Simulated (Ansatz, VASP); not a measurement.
# CaTi: VASP beside Ansatz

One calculation is typed for both programs; each brings its own data sets and cutoff. How far apart do they land? The cell is invented: As first built, before any earlier steps moved the atoms (in the runner's words): it takes the HfMg structure with all of its atoms replaced by other elements, volume scaled by an estimate. It may not be a known or stable phase. The cell is taken from a series of VASP runs on this material, whose earlier steps may have relaxed, scaled or displaced it; both programs get it as it stands.

Method: plane waves, with VASP 6.6.1 beside it; relaxation of cell and atoms at revPBE, in Ansatz 0.2.0.

### 1. The starting structure

It takes space group R-3m (No. 166, trigonal). Conventional cell: a = 3.247 Å, b = 3.247 Å, c = 17.103 Å, α = 90.00°, β = 90.00°, γ = 120.00°. Nearest to Ti lie 6 Ti at 3.25 Å and 6 Ca at 3.41 Å. Ca has 6 Ca at 3.25 Å and 6 Ti at 3.41 Å nearest. As first built, before any earlier steps moved the atoms (in the runner's words): sites of the HfMg structure (space group 166) filled with other elements, volume scaled by an estimate. Farther neighbours are not listed.

As a file:

```xyz
2
Lattice="1.6233 0.9372 5.7011 -1.6233 0.9372 5.7011 0.0000 -1.8744 5.7011" Properties=species:S:1:pos:R:3 pbc="T T T"
Ti    0.0000    0.0000    0.0000
Ca    0.0000    0.0000    8.5516
```

### 2. VASP: relaxation of cell and atoms, revPBE

The relaxed volume is the usual yardstick between codes: its relative difference is about their pressure difference at one cell divided by the bulk modulus.

Lines of VASP's logs that name or quote its potential files are left out, and so is its time.

INCAR reads:

```
SYSTEM = CaTi
PREC = Accurate
ENCUT = 400
EDIFF = 1E-06
NELM = 100
ISMEAR = 0
SIGMA = 0.05
LREAL = .FALSE.
ALGO = Normal
GGA = RE
LORBIT = 11
LWAVE = .FALSE.
LCHARG = .FALSE.
IBRION = 2
NSW = 60
ISIF = 3
EDIFFG = -0.01
```

POSCAR reads:

```
CaTi
1.0
    1.6232645148      0.9371920964      5.7010878102
   -1.6232645148      0.9371920964      5.7010878102
    0.0000000000     -1.8743841927      5.7010878102
Ti Ca
1 1
Direct
    0.0000000000      0.0000000000      0.0000000000
    0.5000000000      0.5000000000      0.5000000000
```

KPOINTS reads:

```
Automatic mesh
0
Gamma
8 8 8
0 0 0
```

Potentials, in the order of the species: Ti_sv and Ca_sv (PBE family, release 64).

On the command line:

```
mpirun -np 1 vasp_std
```

Numbers of over 12 decimals in the logs are rounded to 6 here.

The program printed:

```text
[banner, memory and clock lines left out]
running    1 mpi-ranks, on    1 nodes
 distrk:  each k-point on    1 cores,    1 groups
 distr:  one band on    1 cores,    1 groups

 POSCAR found type information on POSCAR TiCa
 POSCAR found :  2 types and       2 ions
|                                                                             |
|               ----> ADVICE to this user running VASP <----                  |
|                                                                             |
|     You enforced a specific xc type in the INCAR file but a different       |
|     [... a line on the potential file left out ...]
|     I HOPE YOU KNOW WHAT YOU ARE DOING!                                     |
|                                                                             |

 LDA part: xc-table for (Slater+PW92), standard interpolation
 POSCAR, INCAR and KPOINTS ok, starting setup
 FFT: planning ... GRIDC
 FFT: planning ... GRID_SOFT
 FFT: planning ... GRID
 WAVECAR not read
 entering main loop
       N       E                     dE             d eps       ncg     rms          rms(c)
DAV:   1     0.185695013176E+03    0.18570E+03   -0.10123E+04  1950   0.128E+03
DAV:   2     0.216097448495E+01   -0.18353E+03   -0.18239E+03  2055   0.397E+02
DAV:   3    -0.107209875650E+02   -0.12882E+02   -0.12774E+02  3878   0.910E+01
DAV:   4    -0.110275700418E+02   -0.30658E+00   -0.30610E+00  2251   0.132E+01
DAV:   5    -0.110450680885E+02   -0.17498E-01   -0.17497E-01  3338   0.226E+00    0.103E+01
DAV:   6    -0.132201399591E+02   -0.21751E+01   -0.14246E+02  2426   0.454E+01    0.138E+01
DAV:   7    -0.829902086356E+01    0.49211E+01   -0.28530E+01  2650   0.282E+01    0.331E+00
DAV:   8    -0.820149315758E+01    0.97528E-01   -0.37424E-01  2500   0.362E+00    0.281E+00
DAV:   9    -0.790970753949E+01    0.29179E+00   -0.12179E+00  2559   0.536E+00    0.111E+00
DAV:  10    -0.794272865348E+01   -0.33021E-01   -0.78216E-01  3228   0.395E+00    0.976E-01
DAV:  11    -0.790421831011E+01    0.38510E-01   -0.28171E-01  2538   0.233E+00    0.359E-01
DAV:  12    -0.790543395625E+01   -0.12156E-02   -0.40326E-02  2489   0.171E+00    0.285E-01
DAV:  13    -0.790372868826E+01    0.17053E-02   -0.97522E-03  2391   0.864E-01    0.306E-02
DAV:  14    -0.790371815206E+01    0.10536E-04   -0.40546E-04  3030   0.141E-01    0.783E-03
DAV:  15    -0.790372146424E+01   -0.33122E-05   -0.13331E-05  2489   0.231E-02    0.322E-03
DAV:  16    -0.790372028433E+01    0.11799E-05   -0.34789E-06  1997   0.864E-03    0.142E-03
DAV:  17    -0.790372010113E+01    0.18320E-06   -0.24021E-07  1346   0.413E-03
   1 F= -.79037201E+01 E0= -.79015207E+01  d E =-.790372E+01
 curvature:   0.00 expect dE= 0.000E+00 dE for cont linesearch  0.000E+00
 trial: gam= 0.00000 g(F)=  0.654E-58 g(S)=  0.534E-05 ort = 0.000E+00 (trialstep = 0.100E+01)
 search vector abs. value=  0.534E-05
 reached required accuracy - stopping structural energy minimisation
```

From OUTCAR (step 2):

```text
ion  position               nearest neighbor table
   1  0.000  0.000  0.000-
   2  0.500  0.500  0.500-

  LATTYP: Found a trigonal (rhomboedric) cell.
 ALAT       =     6.0013097679
 COS(alpha) =     0.8536756859

 Subroutine GETGRP returns: Found 12 space group operations
 (whereof 12 operations were pure point group operations)

The static configuration has the point symmetry D_3d.

 Found     65 irreducible k-points:

   k-points           NKPTS =     65   k-points in BZ     NKDIM =     65   number of bands    NBANDS=     15

   dimension x,y,z NGX =    40 NGY =   40 NGZ =   40
   dimension x,y,z NGXF=    80 NGYF=   80 NGZF=   80

   ENCUT  =  400.0 eV  29.40 Ry    5.42 a.u.   9.79  9.79  9.79*2*pi/ulx,y,z

   NELECT =      22.0000    total number of electrons

 k-points in reciprocal lattice and weights: Automatic mesh
   0.00000000  0.00000000  0.00000000       0.002
   0.12500000  0.00000000  0.00000000       0.012
   0.25000000  0.00000000  0.00000000       0.012
   0.37500000  0.00000000 -0.00000000       0.012
   0.50000000  0.00000000  0.00000000       0.006
   0.12500000  0.12500000  0.00000000       0.012
   0.25000000  0.12500000 -0.00000000       0.023
   0.37500000  0.12500000  0.00000000       0.023
   0.50000000  0.12500000  0.00000000       0.023
[...]
-0.37500000  0.50000000  0.37500000       0.012
   0.50000000  0.50000000  0.50000000       0.002

 average (electrostatic) potential at core
       1 -76.9130       2 -45.3071

 E-fermi :   4.4472

 k-point     1 :       0.0000    0.0000    0.0000
  band No.  band energies     occupation
    ...
      6     -17.4070      2.00000
      7     -17.2663      2.00000
      8     -17.2663      2.00000
      9      -0.3703      2.00000
     10       2.8445      2.00000
     11       4.4736      0.45542
     12       5.3133      0.00000
     13       5.3133      0.00000
     14       5.7505      0.00000
     15       6.0951      0.00000

 k-point     2 :       0.1250    0.0000    0.0000
  band No.  band energies     occupation
    ...
      7     -17.3649      2.00000
      8     -17.2877      2.00000
      9      -0.0084      2.00000
     10       3.1390      2.00000
     11       4.3037      1.99995
     12       5.1266      0.00000
     13       5.5035      0.00000
     14       5.8956      0.00000
     15       6.0709      0.00000

 k-point     3 :       0.2500    0.0000    0.0000
  band No.  band energies     occupation
    ...
      7     -17.3539      2.00000
      8     -17.3391      2.00000
      9       0.9903      2.00000
     10       3.7141      2.00000
     11       4.1559      2.00000
     12       4.7891      0.00000
     13       5.6589      0.00000
     14       5.9652      0.00000
     15       6.0378      0.00000

  Total       -0.0072699     -0.0072699     -0.0107544      0.0000000     -0.0000000      0.0000000
  in kB       -0.2238279     -0.2238279     -0.3311076      0.0000000     -0.0000000      0.0000000
  external PRESSURE =      -0.2595878 kB  Pullay stress =       0.0000000 kB

  energy-cutoff  :      400.00
  volume of cell :       52.04
      direct lattice vectors                 reciprocal lattice vectors
     1.623264515  0.937192096  5.701087810     0.308021272  0.177836185  0.058468374
    -1.623264515  0.937192096  5.701087810    -0.308021272  0.177836185  0.058468374
     0.000000000 -1.874384193  5.701087810     0.000000000 -0.355672369  0.058468374

 POSITION                                       TOTAL-FORCE (eV/Angst)
 -----------------------------------------------------------------------------------
      0.00000      0.00000      0.00000        -0.000000      0.000000     -0.000000
      0.00000      0.00000      8.55163         0.000000     -0.000000      0.000000
 -----------------------------------------------------------------------------------
    total drift:                               -0.000000      0.000000     -0.000000

  FREE ENERGIE OF THE ION-ELECTRON SYSTEM (eV)
  ---------------------------------------------------
  free  energy   TOTEN  =        -7.9037201011 eV

  energy  without entropy=       -7.8993213818  energy(sigma->0) =       -7.90152074

 reached required accuracy - stopping structural energy minimisation

 total charge
# of ion       s       p       d       tot
------------------------------------------
    1        2.204   6.037   1.784  10.025
    2        2.100   5.843   0.292   8.235
--------------------------------------------------
tot          4.304  11.880   2.076  18.260

[... 3 further parts left out ...]
```

CONTCAR:

```
CaTi
   1.00000000000000
     1.6232645148000000    0.9371920964000000    5.7010878101999998
    -1.6232645148000000    0.9371920964000000    5.7010878101999998
     0.0000000000000000   -1.8743841927000000    5.7010878101999998
  Ti              Ca
     1     1
Direct
     0.0000000000000000    0.0000000000000000    0.0000000000000000
     0.5000000000000000    0.5000000000000000    0.5000000000000000
```

The run keeps the 12 symmetry operations of its start, so it cannot find a distortion of lower symmetry.

### 3. Ansatz: relaxation of cell and atoms, revPBE

Ansatz runs on its default PAW (the set named soft_2) files.

The same cell, functional, mesh and smearing now go to Ansatz, which takes its cutoff from its data sets.

input.yaml reads:

```yaml
crystal:
  lattice:
    - [1.6232645148, 0.9371920964, 5.7010878102]
    - [-1.6232645148, 0.9371920964, 5.7010878102]
    - [0.0, -1.8743841927, 5.7010878102]
  atoms:
    - { symbol: Ti, position: [0.0, 0.0, 0.0] }
    - { symbol: Ca, position: [0.5, 0.5, 0.5] }
hamiltonian:
  xc: revpbe
  pseudopotentials: { kind: paw }
kpoints:
  mp_grid: { grid: [8, 8, 8] }
scf:
  occupations: { method: gaussian, width: 0.05 }
relax:
  f_tol: 0.01
  max_steps: 60
  cell: { stress_tol: 0.05 }
output:
  forces: true
  stress: true
```

On the command line:

```
ansatz run input.yaml --threads 4 --pin off --max-ram 9216MiB --backend cpu --events-out ev --progress --plain --runs-dir out
```

The program printed:

```text
basis.fft_grid_basis auto: the FFT boxes are laid along the combinations [[1, 0, -1], [0, 1, -1], [0, 0, 1]] of the cell's own vectors, 3.247, 3.247 and 6.001 Å long. The dense box has 24×24×45 points. Along the cell's own vectors, as sized, it would have 45×45×45, 3.52 times as many. Of the 12 symmetry operations that the crystal satisfies within crystal.symmetry.tolerance (time reversal apart; of a slab, those that [...]
Engine: ansatz 0.2.0, aarch64-unknown-linux-gnu
Pseudopotentials: kind: paw
Pseudopotential: Ti, paw, valence charge 12, recommended cutoff 420 eV (normal), Ti.paw.azcp
Pseudopotential: Ca, paw, valence charge 10, recommended cutoff 420 eV (normal), Ca.paw.azcp
Functional definition: revPBE
  parameter kappa = 1.245
  parameter beta = 0.066725
  exchange = pbe_x(kappa = kappa, mu = beta*pi^2/3)
  correlation = pbe_c(beta = beta)
Crystal: 2 atoms, lattice volume = 52.039 Å³
Basis set: ecut = 420 eV, 1039 PW (Γ), FFT grids on a1−a3, a2−a3, a3, exchange–correlation on 48×48×90 points (8 copies of the dense FFT grid, shifted against one another)
Bands: 15, of which v1, the nominal top of the filled ones, is band 11 counted from 1 (10 counted from 0)
Symmetry: 12 space group operations
Space group: R-3m (ITA 166), of the structure as read, at distance tolerance 3.7e-5 Å
k-points: 65 of 512
Non-local potential: Ti, projectors of the file, l = 0: 3, l = 1: 2, l = 2: 3, l = 3: 1
Non-local potential: Ca, projectors of the file, l = 0: 3, l = 1: 2, l = 2: 2
PAW form: soft (Blöchl's): semilocal exchange-correlation on the pseudo side does not see the compensation charge
PAW frozen core: Ti, regenerated for the run's functional, and the local potential with it (the file was generated under x = pbe(κ = 0.804, μ = 0.219515), c = pbe(β = 0.066725))
PAW frozen core: Ca, regenerated for the run's functional, and the local potential with it (the file was generated under x = pbe(κ = 0.804, μ = 0.219515), c = pbe(β = 0.066725))
PAW one-centre angular grid: Ti, 590 points (default); XC on 64 Gauss nodes
PAW one-centre angular grid: Ca, 110 points (default); XC on 64 Gauss nodes
Initial density: superposition of atomic densities (neutral atoms: chi_scale 0, normalization atom), corrected by the library's trained network
Initial wavefunctions: pseudopotential atomic-orbital guess
Functional: x = revpbe(κ = 1.245, μ = 0.219515), c = pbe(β = 0.066725)
SCF iter   1: F=—  HF=-4321.405388 eV  |F-HF|=—  |Δ(HF+E_count)|=         —  Δρ=8.74e-3  dr2=1.33e-1  ethr=1.77e-3  ⟨swp⟩=6.3  Hψ=5918  notcnv=0
preconditioner: auto → Kerker (q_TF=auto, 2.364 Å⁻¹)  [metal: Δε(μ)=0.013 eV  Ē_g=2.239 eV  σ=0.050 eV  W_gap=0.14  n_scr=16 (ndim 8)  ℏωp=12.6 eV  f_vac=0.000  D(μ)=3.29/eV (n_scr^D=30)]
SCF iter   2: F=—  HF=-4321.400152 eV  |F-HF|=—  |Δ(HF+E_count)|=   5.24e-3  Δρ=2.04e-3  dr2=2.40e-3  ethr=6.05e-4  ⟨swp⟩=2.0  Hψ=1712  notcnv=0
SCF iter   3: F=—  HF=-4321.400046 eV  |F-HF|=—  |Δ(HF+E_count)|=   1.06e-4  Δρ=1.07e-3  dr2=7.95e-4  ethr=1.09e-5  ⟨swp⟩=1.0  Hψ=976  notcnv=0
SCF iter   4: F=—  HF=-4321.400060 eV  |F-HF|=—  |Δ(HF+E_count)|=   1.37e-5  Δρ=2.46e-4  dr2=4.36e-5  ethr=3.62e-6  ⟨swp⟩=1.7  Hψ=1067  notcnv=0
SCF iter   5: F=—  HF=-4321.400061 eV  |F-HF|=—  |Δ(HF+E_count)|=   1.83e-6  Δρ=6.75e-5  dr2=1.84e-6  ethr=1.98e-7  ⟨swp⟩=2.1  Hψ=1331  notcnv=0
SCF iter   6: F=-4321.400062 eV  HF=-4321.400062 eV  |F-HF|=2.02e-8  |Δ(HF+E_count)|=   2.52e-7  Δρ=1.45e-5  dr2=6.91e-8  ethr=4.55e-10  ⟨swp⟩=2.9  Hψ=3628  notcnv=0
SCF 1 converged in 6 iterations: F = -4321.400062 eV  dr2 = 6.91e-8
  greatest PAW one-centre occupation: 0.999 electrons in one spin orbital (limit 2), on the Ti atom at site 0 (counted from 0), in its partial waves of l = 0
relax step   1: F+E_penalty+E_count = -4321.40006177 eV  Δ(F+E_penalty+E_count) = +0.000e0 eV  max|allowed force component| = 1.052e-30 eV/Å  Δτ_max = 0.0000 Å  P = +0.154 GPa  Ω = 52.039 Å³  (6 SCF iters, dr2 threshold 1.00e-7 eV, accepted)
[...]
relax step   2: F+E_penalty+E_count = -4321.40015146 eV  Δ(F+E_penalty+E_count) = -8.969e-5 eV  max|allowed force component| = 6.732e-29 eV/Å  Δτ_max = 0.0000 Å  P = +0.015 GPa  Ω = 52.228 Å³  energy of the carried Pulay correction = -1.024e-5 eV  (6 SCF iters, dr2 threshold 6.76e-8 eV, accepted)
[...]
relax step   3: F+E_penalty+E_count = -4321.40016351 eV  Δ(F+E_penalty+E_count) = -1.205e-5 eV  max|allowed force component| = 9.256e-29 eV/Å  Δτ_max = 0.0000 Å  P = +0.015 GPa  Ω = 52.228 Å³  stress off target by 1.74e-2 GPa  SCF on the basis re-selected at this cell (its energy is not comparable with the rows above)  (9 SCF iters)
basis re-selected at this cell: Δ(F+E_penalty+E_count) = -1.205e-5 eV, ΔP = -0.000 GPa vs the last step (what re-selecting the basis moved, of the pressure what is left beyond the Pulay correction that the steps carried, after the strain that the cell walked since its last selection, with what the two solves' SCF thresholds leave and, on support functions, any second-order correction that the steps lacked; it is no m [...]
SCF converged after 9 iterations
Free energy (F): -4321.400164 eV
Harris-Foulkes:  -4321.400164 eV  (|F-HF|=9.09e-13)
Internal energy: -4321.395776 eV  (E = F + TS)
E sigma→0 (E₀):  -4321.397970 eV
Entropy (-TS):   -0.004387 eV (-2.194 meV/atom)
Fermi energy:    8.503049 eV
--- Per-component energies (eV) ---
  E_band       = -348.161260
  E_kinetic    = 547.683062
  E_local      = -1750.791758  (includes V_loc(G=0)·N_el)
  E_nonlocal   = 72.132833
  E_hartree    = 654.051822
  E_xc         = -233.325391
  E_vxc        = -290.561347  (∫ρ·V_xc dr)
  E_paw        = -1911.693445  (= ΣΔE_a)
  E_vpaw       = -234.727812  (= ΣTr[D̂ρ^β])
  E_aug_tail   = 0.000117  (compensation charges beyond the density's cutoff)
  E_ewald      = -1699.377815
  E_core_change = -0.075203  (= ΣΔE_core)
  E_smearing   = -0.004387  (= −TS)
  E_closure    = 0.000000  (closes the sum)
  Σ components = -4321.400164   (vs F -4321.400164, Δ=0.00e0)
--- Forces (eV/Å), atoms counted from 1 ---
  atom   1  Ti    -0.00000000     0.00000000     0.00000000
  atom   2  Ca     0.00000000     0.00000000     0.00000000
  max |Σ_I F_I| component: 2.19e-28 eV/Å
--- Stress (GPa, compression-positive) ---
        0.017372       0.000000       0.000000
        0.000000       0.017372      -0.000000
        0.000000      -0.000000       0.008940
  P = ⅓ Tr σ = 0.0146 GPa (0.146 kbar)
--- Relaxed structure (2 steps of the walk, 2 accepted, 1 SCFs on fresh bases) ---
  F+E_penalty+E_count = -4321.40016351 eV   max|allowed force component| = 9.256e-29 eV/Å   (the final SCF, on the basis selected at the relaxed cell)
  cell:  # Å, volume = 52.2284 Å³
    - [1.625104, 0.938254, 5.708919]
    - [-1.625104, 0.938254, 5.708919]
    - [5.288889573728382e-19, -1.876508, 5.708919]
  atoms:
    - { symbol: Ti, position: [0, 0, 0] }
    - { symbol: Ca, position: [0.500000, 0.500000, 0.500000] }
```

It took 1.9 s on 4 threads of Arm Neoverse V2, shared host; peak memory 0.38 GiB.

### 4. Differences

Known differences besides the potentials themselves: both relaxations stop at a tolerance, which leaves soft axes loose, and VASP keeps its plane-wave basis; the cutoff is 420 eV in Ansatz and 400 eV in VASP; Ansatz makes its cores anew for this functional, VASP keeps those of its PBE data sets; VASP leaves aspherical gradient terms in its spheres out (LASPH is not set), Ansatz keeps them; Ansatz adds a Pulay correction to the stress that steers its cell, VASP none. Total energies have different zeros and are not compared.

The two programs side by side:

```csv
quantity,Ansatz,VASP,difference
volume (Å³),52.23,52.04,+0.36 %
"edge a after relaxation, in the typed setting (Å)",6.009,6.001,+0.13 %
```

The walks stopped with 0.01 GPa left in Ansatz and -0.03 GPa in VASP; each walk ends within a tolerance, so the volume difference is uncertain by about these residues over the bulk modulus, most in soft cells.

### 5. Summary of results

| Property | Result |
| --- | --- |
| difference in volume (relaxation of cell and atoms, revPBE) | 0.36 % |

The difference in volume is 0.36 % (relaxation of cell and atoms, revPBE), within the 1.2 % picked in this series as the mark of a large difference, as far as the stopping tolerances let one tell. How closely two codes agree says nothing of how well the functional describes the real material.

[Lines on the potential files, build, host, timing and source positions are cut from VASP's logs without a mark.]

[Logs are printed without paths, hosts, clocks, repeated set-up lines and the standing remarks that a program may print on its own settings, such as how far it seeks lower states.]

[Hosts, paths, dates, database ids (printed as entryN), source tags and the programs' standing remarks are cut or masked in the printed files.]
